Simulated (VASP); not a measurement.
Data:

```
CELL_PARAMETERS angstrom
     -2.59896     2.59896     2.59896
      2.59896    -2.59896     2.59896
      2.59896     2.59896    -2.59896
ATOMIC_POSITIONS crystal
  K  0.00000 0.00000 0.00000
```

Computed with rev-vdW-DF2, VASP's PBE PAW potentials (set 64) (plane waves; VASP). Settings: 520 eV cut-off, Gaussian smearing of 0.050 eV, potentials K_sv.

Task: Give the energies of bands 5 to 7 at the high-symmetry points, in eV from the Fermi level.

Result: 
```
band      Γ     H     N     P
----  -----  ----  ----  ----
5     -2.26  1.61  0.39  1.46
6      4.23  1.61  0.70  1.46
7      4.23  3.57  3.10  1.46
```

It has no gap at this level: it comes out as a metal or semimetal.

The compound is K in the bcc structure. It was relaxed first.
